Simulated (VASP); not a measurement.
Output of a VASP run:

### OSZICAR
```
       N       E                     dE             d eps       ncg     rms          rms(c)
DAV:   1     0.327749276380E+03    0.32775E+03   -0.22757E+04   480   0.166E+03
DAV:   2    -0.288143832397E+02   -0.35656E+03   -0.34956E+03   640   0.392E+02
DAV:   3    -0.485622952818E+02   -0.19748E+02   -0.19729E+02   760   0.919E+01
DAV:   4    -0.490892931289E+02   -0.52700E+00   -0.52690E+00   704   0.119E+01
DAV:   5    -0.490986842724E+02   -0.93911E-02   -0.93909E-02   688   0.120E+00    0.323E+01
DAV:   6    -0.424857459583E+02    0.66129E+01   -0.41197E+01   568   0.420E+01    0.150E+01
DAV:   7    -0.424375970419E+02    0.48149E-01   -0.29883E+00   712   0.102E+01    0.848E+00
DAV:   8    -0.424165736374E+02    0.21023E-01   -0.27729E-01   656   0.433E+00    0.668E-01
DAV:   9    -0.424147993997E+02    0.17742E-02   -0.51373E-02   672   0.134E+00    0.437E-01
DAV:  10    -0.424160401219E+02   -0.12407E-02   -0.14021E-02   680   0.107E+00    0.225E-01
DAV:  11    -0.424157382963E+02    0.30183E-03   -0.16087E-03   624   0.364E-01    0.326E-02
DAV:  12    -0.424157862600E+02   -0.47964E-04   -0.14810E-04   632   0.925E-02    0.346E-02
DAV:  13    -0.424157872150E+02   -0.95498E-06   -0.12891E-05   720   0.276E-02    0.459E-03
DAV:  14    -0.424157878191E+02   -0.60413E-06   -0.24416E-06   608   0.123E-02    0.944E-04
DAV:  15    -0.424157878234E+02   -0.42892E-08   -0.86114E-08   472   0.233E-03
   1 F= -.42415788E+02 E0= -.42415788E+02  d E =-.117599E-11
```

File OUTCAR:
```
------------------------ aborting loop because EDIFF is reached ----------------------------------------
  FORCE on cell =-STRESS in cart. coord.  units (eV):
  Direction    XX          YY          ZZ          XY          YZ          ZX
  --------------------------------------------------------------------------------------
  Total        2.2671159      2.2671159      2.2671159      0.0000000      0.0000000      0.0000000
  in kB       50.6566534     50.6566534     50.6566534      0.0000000      0.0000000      0.0000000
  external PRESSURE =      50.6566534 kB  Pullay stress =       0.0000000 kB
  volume of cell :       71.70
      direct lattice vectors                 reciprocal lattice vectors
     4.154472946  0.000000000  0.000000000     0.240704420  0.000000000  0.000000000
     0.000000000  4.154472946  0.000000000     0.000000000  0.240704420  0.000000000
     0.000000000  0.000000000  4.154472946     0.000000000  0.000000000  0.240704420
 POSITION                                       TOTAL-FORCE (eV/Angst)
 -----------------------------------------------------------------------------------
      0.00000      0.00000      0.00000         0.000000      0.000000      0.000000
      2.07724      2.07724      2.07724         0.000000      0.000000      0.000000
      2.07724      0.00000      2.07724         0.000000      0.000000      0.000000
      0.00000      2.07724      2.07724         0.000000      0.000000      0.000000
      2.07724      2.07724      0.00000         0.000000      0.000000      0.000000
 -----------------------------------------------------------------------------------
    total drift:                                0.000000     -0.000000     -0.000000
  FREE ENERGIE OF THE ION-ELECTRON SYSTEM (eV)
  ---------------------------------------------------
  free  energy   TOTEN  =       -42.4157878234 eV

  energy  without entropy=      -42.4157878234  energy(sigma->0) =      -42.41578782
```
(Selected blocks of OUTCAR.)

**POSCAR**
```
BaZrO3
1
    4.1544729460     0.0000000000     0.0000000000
    0.0000000000     4.1544729460     0.0000000000
    0.0000000000     0.0000000000     4.1544729460
Ba Zr O
1 1 3
Direct
  0.0000000000   0.0000000000   0.0000000000
  0.5000000000   0.5000000000   0.5000000000
  0.5000000000   0.0000000000   0.5000000000
  0.0000000000   0.5000000000   0.5000000000
  0.5000000000   0.5000000000   0.0000000000
```

### Question
Reconstruct the remaining input files.

### Answer
This is not unique; one that fits is the input of the run itself, AM05 GGA, plane waves, VASP's PBE PAW potentials (set 64).

INCAR:
```
SYSTEM = BaZrO3
PREC = Accurate; ENCUT = 520; LREAL = F
LASPH = T
EDIFF = 1E-7; NELM = 100; ALGO = Normal
LMAXMIX = 4
ISMEAR = 0; SIGMA = 0.05
GGA = AM
ISIF = 2
LWAVE = F; LCHARG = F
```

File KPOINTS:
```
Automatic mesh
0
Gamma
5 5 5
0 0 0
```

POTCAR, in this order: Ba_sv Zr_sv O (PBE.64 set). Program: vasp_std.

The compound is BaZrO3 in the cubic perovskite structure. This cell is one point of a volume scan, at 0.97 of the reference volume.
